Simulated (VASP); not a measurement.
# MnS with PBE + D3(BJ) + U: from relaxation to properties, part 2 of 2

Aim: relax MnS, then compute properties on the relaxed cell. The start is a cell from a database of measured crystal structures.

VASP 6.6.1, plane waves and PAW; the level of theory is named at each step.

Still holding for the runs below: The magnetic order is the lowest of the few collinear ones that converged above; longer or canted patterns were not tried. The cell is doubled for it, so bands and modes from the zone boundary of the chemical cell fold onto Γ and the labels are those of the larger cell.

So far, gap on the k-mesh (eV): step 2 (magnetic order: ferromagnetic) 0.312; step 3 (magnetic order: antiferromagnetic, q = (0, 0, 1/2)) 2.08; step 6 (relaxing cell and atoms (PBE + D3(BJ) + U)) 1.99.

The database entry behind the starting cell differs from later determinations by our own check (an axis about 0.2 % short against later determinations), so it need not match the best structure at ambient conditions.

### Step 9. Band structure (PBE + D3(BJ) + U)

Levels along the symmetry lines show where the bands peak and cross; KPOINTS_OPT computes them in the converged potential.

File INCAR:

```
SYSTEM = MnS
PREC = Accurate
ENCUT = 400
EDIFF = 1E-06
NELM = 100
ISMEAR = 0
SIGMA = 0.05
LREAL = .FALSE.
ALGO = Normal
GGA = PE
IVDW = 12
NBANDS = 35
ISPIN = 2
MAGMOM = 4.426 -4.426 0 0
LDAU = .TRUE.
LDAUTYPE = 2
LDAUL = 2 -1
LDAUU = 3 0
LDAUJ = 0 0
LDAUPRINT = 1
LASPH = .TRUE.
LMAXMIX = 4
LORBIT = 11
LWAVE = .FALSE.
LCHARG = .FALSE.
KPAR = 4
```

File POSCAR:

```
MnS
1.0
    0.0000000000      2.5785971739      2.5785971739
    2.5785971739      0.0000000000      2.5785971739
    5.1417485463      5.1417485463      0.0154458016
Mn S
2 2
Direct
    0.0000000000      0.0000000000      0.0000000000
    0.0000000000      0.0000000000      0.5000000000
    0.5000000000      0.5000000000      0.2500000000
    0.5000000000      0.5000000000      0.7500000000
```

File KPOINTS:

```
Automatic mesh
0
Gamma
8 8 8
0 0 0
```

File KPOINTS_OPT:

```
Line mode
16
Line-mode
Reciprocal
  0.00000000   0.00000000   0.00000000 GAMMA
  0.00000000   0.50000000   0.50000000 L

  0.00000000   0.50000000   0.50000000 L
 -0.37537691   0.31231154   0.12462309 B1

 -0.31231154   0.31231154   0.50000000 B
  0.00000000   0.00000000   0.50000000 Z

  0.00000000   0.00000000   0.50000000 Z
  0.00000000   0.00000000   0.00000000 GAMMA

  0.00000000   0.00000000   0.00000000 GAMMA
 -0.34384423   0.34384423   0.00000000 X

 -0.34384423   0.31231154   0.31231154 Q
 -0.50000000   0.00000000   0.00000000 F

 -0.50000000   0.00000000   0.00000000 F
 -0.46846732   0.00000000   0.18768846 P1

 -0.46846732   0.00000000   0.18768846 P1
  0.00000000   0.00000000   0.50000000 Z

  0.00000000   0.50000000   0.50000000 L
  0.00000000   0.46846732   0.81231154 P
```

PAW data sets: Mn_pv and S (PBE family, release 64).

Command:

```sh
$ mpirun -np 4 vasp_std
```

Run time: 68 s. Hardware: 4 MPI ranks of Intel Xeon Platinum 8559C (Emerald Rapids), shared host; peak memory 1.6 GiB.

Within 0.02 Å the cell has space group Fm-3m; at a tight tolerance the distortion that goes with the magnetic order makes it R-3m.

Numbers from this step:

- SCF cycles: 16
- bands: 35
- Fermi energy: 6.678 eV
- pressure: -0.07051 GPa
- least gap on mesh and path: 1.912 eV
- least direct gap on mesh and path: 2.447 eV
- conduction bottom at k: -0.5, 0, 0
- least direct gap at k: -0.5, 0, 0

Both spin channels agree. Electronic bands along the path, in eV, zero at the valence-band top; v1 is the highest filled band, c1 the lowest empty one:

| point | v4 | v3 | v2 | v1 | c1 | c2 | c3 | c4 |
| --- | --- | --- | --- | --- | --- | --- | --- | --- |
| Γ | -1.05 | -0.94 | -0.94 | -0.90 | 2.75 | 2.75 | 2.82 | 3.28 |
| 0.53 of the way | -2.44 | -1.85 | -0.83 | -0.80 | 2.33 | 2.92 | 3.28 | 3.47 |
| L | -2.89 | -2.57 | -1.18 | -0.79 | 2.03 | 3.24 | 3.50 | 3.69 |
| 0.53 of the way | -2.96 | -2.54 | -1.51 | -1.09 | 2.67 | 2.78 | 3.33 | 3.46 |
| B1 | -2.81 | -2.76 | -1.32 | -0.98 | 2.64 | 2.90 | 3.33 | 3.40 |
| jump to B | -2.81 | -2.76 | -1.32 | -0.98 | 2.64 | 2.90 | 3.33 | 3.40 |
| 0.47 of the way | -2.41 | -2.00 | -1.44 | -0.77 | 2.55 | 2.71 | 3.40 | 3.44 |
| Z | -1.89 | -1.89 | 0.00 | 0.00 | 2.48 | 2.64 | 2.64 | 3.54 |
| 0.53 of the way | -1.59 | -1.59 | -0.35 | -0.35 | 2.65 | 2.71 | 2.71 | 3.72 |
| Γ | -1.05 | -0.94 | -0.94 | -0.90 | 2.75 | 2.75 | 2.82 | 3.28 |
| 0.53 of the way | -2.84 | -1.81 | -1.71 | -0.42 | 2.49 | 2.93 | 2.96 | 3.51 |
| X | -2.91 | -2.67 | -1.36 | -1.00 | 2.60 | 2.99 | 3.29 | 3.39 |
| jump to Q | -2.91 | -2.67 | -1.36 | -1.00 | 2.60 | 2.99 | 3.29 | 3.39 |
| 0.53 of the way | -2.84 | -2.57 | -1.04 | -0.71 | 2.10 | 3.10 | 3.22 | 3.49 |
| F | -2.61 | -2.57 | -0.87 | -0.54 | 1.91 | 2.34 | 3.50 | 3.61 |
| 0.47 of the way | -2.60 | -2.56 | -0.87 | -0.59 | 1.93 | 2.40 | 3.49 | 3.58 |
| P1 | -2.56 | -2.55 | -0.88 | -0.77 | 1.97 | 2.63 | 3.48 | 3.53 |
| 0.53 of the way | -2.08 | -1.89 | -1.23 | -0.69 | 2.37 | 2.87 | 3.17 | 3.32 |
| Z | -1.89 | -1.89 | 0.00 | 0.00 | 2.48 | 2.64 | 2.64 | 3.54 |
| jump to L | -2.89 | -2.57 | -1.18 | -0.79 | 2.03 | 3.24 | 3.50 | 3.69 |
| 0.47 of the way | -2.79 | -2.57 | -1.08 | -0.83 | 2.02 | 3.35 | 3.38 | 3.65 |
| P | -2.56 | -2.55 | -0.88 | -0.77 | 1.97 | 2.63 | 3.48 | 3.53 |

Of the projections kept (Mn, S), the largest for each band there; the rest of the weight can lie on other orbitals:

| point | v4 | v3 | v2 | v1 | c1 | c2 | c3 | c4 |
| --- | --- | --- | --- | --- | --- | --- | --- | --- |
| Γ | Mn 0.57 | S 0.95 | S 0.95 | S 0.95 | Mn 1.00 | Mn 1.00 | Mn 0.97 | S 0.53 |
| L | Mn 0.90 | S 0.77 | Mn 0.67 | S 0.53 | Mn 0.94 | Mn 0.98 | Mn 0.99 | Mn 0.97 |
| B1 | Mn 0.78 | Mn 0.77 | Mn 0.61 | Mn 0.56 | Mn 0.99 | Mn 0.98 | Mn 0.94 | Mn 0.97 |
| B | Mn 0.78 | Mn 0.77 | Mn 0.61 | Mn 0.56 | Mn 0.99 | Mn 0.98 | Mn 0.94 | Mn 0.97 |
| Z | S 0.75 | S 0.75 | S 0.66 | S 0.66 | Mn 0.92 | Mn 1.00 | Mn 1.00 | Mn 0.86 |
| Γ | Mn 0.57 | S 0.95 | S 0.95 | S 0.95 | Mn 1.00 | Mn 1.00 | Mn 0.97 | S 0.53 |

The path finds the gap of the mesh within 0.02 eV, so the mesh comes close to both band edges.

### Step 10. Total and projected DOS (PBE + D3(BJ) + U)

A density of states needs more k-points than a total energy; ISMEAR = -5 takes tetrahedra, and LORBIT projects the states on the PAW spheres. The mesh is finer than in the run before.

INCAR: that of step 9 with these lines changed.

```diff
@@ -5,3 +5,3 @@
 NELM = 100
-ISMEAR = 0
+ISMEAR = -5
 SIGMA = 0.05
@@ -26 +26,2 @@
 KPAR = 4
+NEDOS = 2001
```

POSCAR is that of step 9.

File KPOINTS:

```
Automatic mesh
0
Gamma
11 11 11
0 0 0
```

Command:

```sh
$ mpirun -np 4 vasp_std
```

Elapsed: 64 s, on 4 MPI ranks; peak memory 1.8 GiB; 4.1 min of CPU time.

This step gave:

```yaml
irreducible_k_points: 146
fermi_energy: 6.32 eV
pressure: -0.07402 GPa
valence_top_at_k: 0, 0, 0.4545
conduction_bottom_at_k: 0.4545, 0.4545, 0
least_direct_gap_at_k: 0.4545, 0, 0
gap_on_the_k_mesh: 1.944 eV
least_direct_gap_on_the_k_mesh: 2.475 eV
```

The density of states has structure finer than the step of the table below, so its rows give means over 0.5 eV, whole bins alone (the curve runs from -12.0 to 6.14 eV). Peaks (eV: height): total -4.57: 8.79, -3.39: 8.27, 2.82: 8.42, 3.57: 9.79; Mn d -4.57: 5.27, -3.39: 5.99, 2.82: 5.41, 3.57: 7.72; S p -4.67: 1.41, -2.85: 1.25, -2.53: 1.70, -0.93: 1.76; Mn s -5.42: 0.25, 2.50: 0.316, 2.82: 0.451, 5.28: 0.257; Mn p -5.10: 0.161, -4.67: 0.124, -2.53: 0.178, 5.28: 0.283.

States under -12.0 eV and over 6.1 eV are left out; both spin channels agree and are summed. Density of states against energy, zero at the valence-band top; means over each step; values in states/eV/cell:

| energy (eV) | total | Mn d | S p | Mn s | Mn p | S s |
| --- | --- | --- | --- | --- | --- | --- |
| -7.0 | 0 | 0 | 0 | 0 | 0 | 0 |
| -6.5 | 0.00695 | 8.9e-4 | 0.00175 | 7.3e-4 | 1.8e-5 | 2.4e-5 |
| -6.0 | 0.766 | 0.114 | 0.191 | 0.0713 | 0.00479 | 0.00425 |
| -5.5 | 3.13 | 0.707 | 0.761 | 0.193 | 0.0423 | 0.0241 |
| -5.0 | 3.61 | 0.971 | 0.871 | 0.107 | 0.101 | 0.0287 |
| -4.5 | 6.96 | 3.86 | 1.14 | 0.0501 | 0.0777 | 0.0307 |
| -4.0 | 4.69 | 2.94 | 0.593 | 0.0312 | 0.0481 | 0.0286 |
| -3.5 | 5.41 | 3.74 | 0.550 | 0.0669 | 0.0464 | 0.0273 |
| -3.0 | 4.52 | 2.54 | 0.783 | 0.0847 | 0.0733 | 0.0248 |
| -2.5 | 3.94 | 1.23 | 1.23 | 0.0537 | 0.121 | 0.0242 |
| -2.0 | 2.01 | 0.517 | 0.727 | 0.0221 | 0.0542 | 0.0143 |
| -1.5 | 2.42 | 0.763 | 0.779 | 0.0433 | 0.0521 | 0.0318 |
| -1.0 | 4.05 | 1.44 | 1.30 | 0.0262 | 0.0773 | 0.0481 |
| -0.5 | 2.41 | 0.782 | 0.889 | 0.00818 | 0.0344 | 0.0249 |
| 0.0 | 0.0675 | 0.0167 | 0.0296 | 4.3e-5 | 0.00111 | 7.9e-5 |
| 0.5 | 0 | 0 | 0 | 0 | 0 | 0 |
| 1.0 | 0 | 0 | 0 | 0 | 0 | 0 |
| 1.5 | 0 | 0 | 0 | 0 | 0 | 0 |
| 2.0 | 0.883 | 0.538 | 0.0218 | 0.0194 | 0.00192 | 0.00300 |
| 2.5 | 3.63 | 2.26 | 0.0674 | 0.187 | 0.0198 | 0.0292 |
| 3.0 | 5.26 | 3.46 | 0.149 | 0.265 | 0.0516 | 0.0715 |
| 3.5 | 7.65 | 5.87 | 0.290 | 0.125 | 0.0927 | 0.0633 |
| 4.0 | 3.23 | 2.20 | 0.198 | 0.0904 | 0.0837 | 0.0738 |
| 4.5 | 1.26 | 0.407 | 0.0984 | 0.146 | 0.0732 | 0.0663 |
| 5.0 | 1.97 | 0.351 | 0.156 | 0.194 | 0.174 | 0.118 |
| 5.5 | 2.67 | 0.373 | 0.241 | 0.247 | 0.262 | 0.162 |

The gap on this mesh is 1.94 eV. In the top eV of the valence band the largest shares in the PAW spheres are S p 35 % and Mn d 34 %; in the lowest eV of the conduction band, Mn d 62 % and Mn s 5 %. The rest lies in smaller channels or between the spheres.

### Step 11. Volume scan with PBE + D3(BJ) + U

An equation of state needs energies on both sides of the minimum, all on one mesh and cutoff.

INCAR: that of step 10 with these lines changed.

```diff
@@ -5,3 +5,3 @@
 NELM = 100
-ISMEAR = -5
+ISMEAR = 0
 SIGMA = 0.05
@@ -11,3 +11,3 @@
 IVDW = 12
-NBANDS = 35
+NBANDS = 27
 ISPIN = 2
@@ -26,2 +26,2 @@
 KPAR = 4
-NEDOS = 2001
+ISIF = 2
```

File POSCAR:

```
MnS
1.0
    0.0000000000      2.5259579715      2.5259579715
    2.5259579715      0.0000000000      2.5259579715
    5.0367854505      5.0367854505      0.0151304927
Mn S
2 2
Direct
    0.0000000000      0.0000000000      0.0000000000
    0.0000000000      0.0000000000      0.5000000000
    0.5000000000      0.5000000000      0.2500000000
    0.5000000000      0.5000000000      0.7500000000
```

File KPOINTS:

```
Automatic mesh
0
Gamma
8 8 8
0 0 0
```

Command:

```sh
$ mpirun -np 4 vasp_std
```

Wall time 25 s (4 MPI ranks); peak memory 1.1 GiB.

The scan keeps the cell's shape and the fractional positions fixed.

This step gave:

```yaml
scf_cycles: 15
bands: 27
irreducible_k_points: 65
free_energy_toten: -28.08 eV
fermi_energy: 7.402 eV
pressure: 5.881 GPa
valence_top_at_k: 0, 0, 0.5
conduction_bottom_at_k: 0.5, 0, 0
least_direct_gap_at_k: 0.5, 0, 0
gap_on_the_k_mesh: 1.693 eV
least_direct_gap_on_the_k_mesh: 2.253 eV
```

Spin moment in the PAW sphere by atom:

| atom | spin moment in the PAW sphere (μB) |
| --- | --- |
| Mn1 | 4.38 |
| Mn2 | -4.38 |
| S3 | 0.00 |
| S4 | 0.00 |

The pressure here is 5.88 GPa.

### Step 12. Volume scan with PBE + D3(BJ) + U (run 2)

INCAR is that of step 11.

File POSCAR:

```
MnS
1.0
    0.0000000000      2.5437469940      2.5437469940
    2.5437469940      0.0000000000      2.5437469940
    5.0722569392      5.0722569392      0.0152370490
Mn S
2 2
Direct
    0.0000000000      0.0000000000      0.0000000000
    0.0000000000      0.0000000000      0.5000000000
    0.5000000000      0.5000000000      0.2500000000
    0.5000000000      0.5000000000      0.7500000000
```

KPOINTS is that of step 11.

Command:

```sh
$ mpirun -np 4 vasp_std
```

The job ended after 24 s (4 MPI ranks; peak memory 1.1 GiB).

This step gave:

```
free energy (TOTEN)            : -28.12 eV
Fermi energy                   : 7.243 eV
pressure                       : 3.701 GPa
gap on the k-mesh              : 1.771 eV
least direct gap on the k-mesh : 2.322 eV
```

The pressure falls from 5.88 to 3.70 GPa.

The run ends at a pressure of 3.70 GPa.

### Step 13. Volume scan with PBE + D3(BJ) + U (run 3)

INCAR is that of step 12.

File POSCAR:

```
MnS
1.0
    0.0000000000      2.5612906311      2.5612906311
    2.5612906311      0.0000000000      2.5612906311
    5.1072391270      5.1072391270      0.0153421354
Mn S
2 2
Direct
    0.0000000000      0.0000000000      0.0000000000
    0.0000000000      0.0000000000      0.5000000000
    0.5000000000      0.5000000000      0.2500000000
    0.5000000000      0.5000000000      0.7500000000
```

KPOINTS is that of step 12.

Command:

```sh
$ mpirun -np 4 vasp_std
```

Elapsed: 24 s, on 4 MPI ranks; peak memory 1.1 GiB; 92 s of CPU time.

Spin moment in the PAW sphere by atom:

| atom | spin moment in the PAW sphere (μB) |
| --- | --- |
| Mn1 | 4.41 |
| Mn2 | -4.41 |
| S3 | 0.00 |
| S4 | 0.00 |

The pressure falls from 3.70 to 1.72 GPa.

The run ends at a pressure of 1.72 GPa.

### Step 14. Volume scan with PBE + D3(BJ) + U (run 4)

INCAR is that of step 13.

File POSCAR:

```
MnS
1.0
    0.0000000000      2.5785971739      2.5785971739
    2.5785971739      0.0000000000      2.5785971739
    5.1417485463      5.1417485463      0.0154458016
Mn S
2 2
Direct
    0.0000000000      0.0000000000      0.0000000000
    0.0000000000      0.0000000000      0.5000000000
    0.5000000000      0.5000000000      0.2500000000
    0.5000000000      0.5000000000      0.7500000000
```

KPOINTS is that of step 13.

Command:

```sh
$ mpirun -np 4 vasp_std
```

It took 31 s on 4 MPI ranks; peak memory 1.1 GiB.

The pressure falls from 1.72 to -0.06 GPa, so it vanishes between these two volumes.

### Step 15. Volume scan with PBE + D3(BJ) + U (run 5)

INCAR is that of step 14.

File POSCAR:

```
MnS
1.0
    0.0000000000      2.5956744741      2.5956744741
    2.5956744741      0.0000000000      2.5956744741
    5.1758008536      5.1758008536      0.0155480947
Mn S
2 2
Direct
    0.0000000000      0.0000000000      0.0000000000
    0.0000000000      0.0000000000      0.5000000000
    0.5000000000      0.5000000000      0.2500000000
    0.5000000000      0.5000000000      0.7500000000
```

KPOINTS is that of step 14.

Command:

```sh
$ mpirun -np 4 vasp_std
```

It took 30 s on 4 MPI ranks; peak memory 1.1 GiB; 1.9 min of CPU time.

Spin moment in the PAW sphere by atom:

| atom | spin moment in the PAW sphere (μB) |
| --- | --- |
| Mn1 | 4.44 |
| Mn2 | -4.44 |
| S3 | 0.00 |
| S4 | 0.00 |

The pressure falls from -0.06 to -1.68 GPa.

The run ends at a pressure of -1.68 GPa.

### Step 16. Volume scan with PBE + D3(BJ) + U (run 6)

INCAR is that of step 15.

File POSCAR:

```
MnS
1.0
    0.0000000000      2.6125299754      2.6125299754
    2.6125299754      0.0000000000      2.6125299754
    5.2094108918      5.2094108918      0.0156490591
Mn S
2 2
Direct
    0.0000000000      0.0000000000      0.0000000000
    0.0000000000      0.0000000000      0.5000000000
    0.5000000000      0.5000000000      0.2500000000
    0.5000000000      0.5000000000      0.7500000000
```

KPOINTS is that of step 15.

Command:

```sh
$ mpirun -np 4 vasp_std
```

Run time: 35 s. Hardware: 4 MPI ranks; peak memory 1.1 GiB; 2.3 min of CPU time.

The pressure falls from -1.68 to -3.14 GPa.

The run ends at a pressure of -3.14 GPa.

### Step 17. Volume scan with PBE + D3(BJ) + U (run 7)

A prediction first. A parabola through the 6 pressures of evenly scaled cells so far, P = -0.07 -85.2 t +176 t² GPa with t = ln(V/V₁) and V₁ the volume at scale 1, gives -4.44 GPa at t = +0.0583.

INCAR is that of step 16.

File POSCAR:

```
MnS
1.0
    0.0000000000      2.6291707424      2.6291707424
    2.6291707424      0.0000000000      2.6291707424
    5.2425927475      5.2425927475      0.0157487374
Mn S
2 2
Direct
    0.0000000000      0.0000000000      0.0000000000
    0.0000000000      0.0000000000      0.5000000000
    0.5000000000      0.5000000000      0.2500000000
    0.5000000000      0.5000000000      0.7500000000
```

KPOINTS is that of step 16.

Command:

```sh
$ mpirun -np 4 vasp_std
```

Wall time 40 s (4 MPI ranks); peak memory 1.1 GiB; 2.6 min of CPU time.

The pressure falls from -3.14 to -4.48 GPa. The parabola predicted -4.44 GPa, +0.04 GPa off.

### Step 18. Comparing the runs

Times are for 4 MPI ranks of Intel Xeon Platinum 8559C (Emerald Rapids), shared host. The series side by side:

| no. | volume scale | energy above the lowest point (meV/atom) | pressure (GPa) | gap on the k-mesh (eV) | time | memory (GiB) |
| --- | --- | --- | --- | --- | --- | --- |
| 1 | 0.94 | 21.73 | 5.881 | 1.693 | 25 s | 1.1 |
| 2 | 0.96 | 10.16 | 3.701 | 1.771 | 24 s | 1.1 |
| 3 | 0.98 | 3.05 | 1.724 | 1.844 | 24 s | 1.1 |
| 4 | 1 | 0 | -0.06380 | 1.912 | 31 s | 1.1 |
| 5 | 1.02 | 0.59 | -1.685 | 1.975 | 30 s | 1.1 |
| 6 | 1.04 | 4.49 | -3.142 | 2.033 | 35 s | 1.1 |
| 7 | 1.06 | 11.44 | -4.482 | 2.084 | 40 s | 1.1 |

### Step 19. Fit for PBE + D3(BJ) + U

This step: Birch-Murnaghan fit, PBE with D3(BJ), DFT+U (Mn d 3 eV); plane waves and PAW (VASP 6.6.1).

Derived from the runs above.

This step gave:

```yaml
pressure_derivative_of_the_bulk_modulus: 3.920
r_m_s_error_of_the_fit: 6.63e-6 eV/atom
minimum_inside_the_sampled_range: yes
bulk_modulus: 83.70 GPa
equilibrium_volume_of_the_fit: 17.18 Å³/atom
```

Table of energy above the fitted minimum by volume:

| volume (Å³/atom) | energy above the fitted minimum (eV/atom) |
| --- | --- |
| 16.044 | 0.0219 |
| 16.386 | 0.0104 |
| 16.727 | 0.00325 |
| 17.069 | 2.0e-4 |
| 17.410 | 7.9e-4 |
| 17.751 | 0.00469 |
| 18.093 | 0.0116 |

The fitted volume lies +0.65 % from the relaxed one. At a finite cutoff and mesh the minimum of the energy and the zero of the stress don't quite coincide, and the relaxation stops at a threshold.

### Step 20. Electric field gradients (PBE + D3(BJ) + U)

This step: PBE with D3(BJ), DFT+U (Mn d 3 eV), spin-polarised from an antiferromagnetic start; plane waves and PAW (Mn_pv, S) (VASP 6.6.1).

Field gradients probe how far the charge around each nucleus departs from cubic symmetry; LASPH keeps the non-spherical terms inside the spheres.

INCAR: that of step 17 with these lines changed.

```diff
@@ -3,3 +3,3 @@
 ENCUT = 400
-EDIFF = 1E-06
+EDIFF = 1E-07
 NELM = 100
@@ -26,2 +26,2 @@
 KPAR = 4
-ISIF = 2
+LEFG = .TRUE.
```

File POSCAR:

```
MnS
1.0
    0.0000000000      2.5785971739      2.5785971739
    2.5785971739      0.0000000000      2.5785971739
    5.1417485463      5.1417485463      0.0154458016
Mn S
2 2
Direct
    0.0000000000      0.0000000000      0.0000000000
    0.0000000000      0.0000000000      0.5000000000
    0.5000000000      0.5000000000      0.2500000000
    0.5000000000      0.5000000000      0.7500000000
```

KPOINTS is that of step 17.

Command:

```sh
$ mpirun -np 4 vasp_std
```

It took 47 s on 4 MPI ranks; peak memory 1.1 GiB; 3 min of CPU time.

This step gave:

- SCF cycles: 17
- free energy (TOTEN): -28.17 eV
- Fermi energy: 6.590 eV
- pressure: -0.07277 GPa
- gap on the k-mesh: 1.912 eV
- least direct gap on the k-mesh: 2.447 eV

Electric field gradients, by row:

| atom | Vxx (V/Å²) | Vyy (V/Å²) | Vzz (V/Å²) | asymmetry |
| --- | --- | --- | --- | --- |
| Mn1 | 0.024 | 0.006 | -0.03 | - |
| Mn2 | 0.024 | 0.006 | -0.03 | - |
| S3 | 1.592 | 1.59 | -3.182 | 0 |
| S4 | 1.592 | 1.59 | -3.182 | 0 |

The largest gradient, -3.18 V/Å², sits on S3 and like sites; times the quadrupole moment of a nucleus that has one, it gives the coupling that NMR and NQR see.

### Step 21. Outcome

```yaml
relaxed_volume: 17.07 Å³/atom
relaxed_conventional_cell_a_b_c: 5.149, 5.149, 5.149 Å
space_group_after_relaxing_within_0p02_a_lengths_above_averaged_to_it: Fm-3m (No. 225)
moment_of_the_cell_11x11x11_mesh: 0 μB
largest_site_moment_11x11x11_mesh: 4.43 μB on Mn1
band_gap: 1.91 eV, indirect (least direct gap of that run 2.45 eV)
gap_among_the_points_of_the_dos_mesh_alone_an_upper_bound: 1.94 eV
bulk_modulus_from_the_fit: 83.7 GPa
volume_from_the_fit: 17.2 Å³/atom
largest_field_gradient_vzz: -3.18 V/Å² on S3
```

**Reading.** With PBE + D3(BJ) + U, MnS relaxes to 17.07 Å³/atom in space group Fm-3m, has an indirect gap of 1.91 eV, keeps moments of up to 4.43 μB (11×11×11 mesh) and has a bulk modulus of 83.7 GPa. Against the listed cell the volume lies -3.4 %. Band structure (PBE + D3(BJ) + U): The path shows an indirect gap of 1.91 eV (valence top at Z, conduction bottom at F). The least direct gap is 2.45 eV. Semilocal functionals usually underestimate gaps. Only a few collinear orders were tried, on the cell as listed. No search among competing phases was made, and a listed structure need not be the one stable at ambient conditions. All values are for a static lattice at zero temperature.

[Lines on the potential files, build, host, timing and source positions are cut from VASP's logs without a mark.]

[Logs are printed without paths, hosts, clocks, repeated set-up lines and the standing remarks that a program may print on its own settings, such as how far it seeks lower states.]

[Hosts, paths, dates, database ids (printed as entryN), source tags and the programs' standing remarks are cut or masked in the printed files.]

[A measured line is paired with the nearest computed mode of its activity, which favours agreement.]
